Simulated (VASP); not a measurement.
InAs:

```
In As
1.0
     0.00000    3.01800    3.01800
     3.01800    0.00000    3.01800
     3.01800    3.01800    0.00000
In As
1 1
Direct
  0.00000 0.00000 0.00000
  0.25000 0.25000 0.25000
```

Base run:

- Program: VASP 6.6.1
- Functional: r2SCAN
- Potentials or basis: VASP PAW PBE potentials, release 64 (In_d, As)
- Cutoff: 520 eV
- k mesh: 9 × 9 × 9
- Occupations: fermi-dirac, width 0.05 eV
- Spin: no spin polarisation

Its results: band gap on the k mesh 0.28 eV, direct; pressure 2.3 GPa.

Q: After a change of settings the same cell gave: band gap on the k mesh none (metal or under the smearing width); pressure 4.4 GPa. Which change was it?
A. functional from r2SCAN to HSE06; k mesh from 9 × 9 × 9 to 5 × 5 × 5
B. functional from r2SCAN to PBE
C. functional from r2SCAN to PBEsol
D. functional from r2SCAN to LDA; potentials or basis from VASP PAW PBE potentials, release 64 (In_d, As) to VASP PAW LDA potentials, release 64 (In_d, As)

A: B.

r2SCAN gives the wider gap, since meta-GGAs in the generalised Kohn-Sham scheme recover part of the derivative discontinuity.

Caveats: the PAW data sets were made with another functional, which shifts forces and pressure a little (some runs); spin-orbit coupling is left out, which moves the levels of the heavy elements (some runs); this crystal is a semiconductor, whose small gap the functional closes, so the metal is an error of the method (some runs).
